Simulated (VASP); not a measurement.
Consider the following.

```
SnTe
1.0
    0.00000     3.26606     3.26606
    3.26606     0.00000     3.26606
    3.26606     3.26606     0.00000
Sn Te
1 1
Direct
  0.00000   0.00000   0.00000
  0.50000   0.50000   0.50000
```

Method: PBE GGA, VASP's PBE PAW potentials (set 64) (plane waves; VASP). Numerical set-up: 520 eV cut-off, 7×7×7 Γ-centred mesh, Gaussian smearing of 0.050 eV, potentials Sn_d Te.

### Question
Predict the energy per atom (σ→0), pressure.

### Answer

The energy per atom (σ→0) is -3.771 eV/atom and the pressure is -2.08 GPa.

Total energies compare only between runs with the same potentials, cut-off and functional.

The compound is SnTe in the rock salt structure, which distorts at low temperature. This cell is one point of a volume scan, at 1.06 of the reference volume.
